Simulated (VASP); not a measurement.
These are PBEsol GGA, VASP's PBE PAW potentials (set 64) (plane waves; VASP) values and carry that method's errors.

Input for VASP

File KPOINTS:
```
Regular mesh
0
gamma
  7 7 7
0 0 0
```

**INCAR**
```
SYSTEM = PbTe
PREC = Accurate
ENCUT = 500
EDIFF = 1E-6
NELM = 100
ALGO = Normal
LREAL = .FALSE.
LASPH = .TRUE.
ISMEAR = 0
SIGMA = 0.05
GGA = PS
LMAXMIX = 4
LWAVE = .FALSE.
LCHARG = .FALSE.
IBRION = 2
ISIF = 3
NSW = 40
EDIFFG = -0.02
```

POSCAR:
```
PbTe
1
    0.0000000000     3.2206376903     3.2206376903
    3.2206376903     0.0000000000     3.2206376903
    3.2206376903     3.2206376903     0.0000000000
Te Pb
1 1
Direct
  0.5000000000   0.5000000000   0.5000000000
  0.0000000000   0.0000000000   0.0000000000
```

POTCAR, in this order: Te Pb_d (PBE.64 set). Program: vasp_std.

Task: What will the output report for the number of irreducible k-points (NKPTS), largest plane-wave count, number of space-group operations, FFT grid (NGX, NGY, NGZ)?

Result: 
```json
{
  "number of irreducible k-points (NKPTS)": "20",
  "largest_plane_wave_count": "1720",
  "number_of_space_group_operations": "48",
  "FFT grid (NGX, NGY, NGZ)": "36 × 36 × 36"
}
```

The compound is PbTe in the rock salt structure. It was relaxed first.
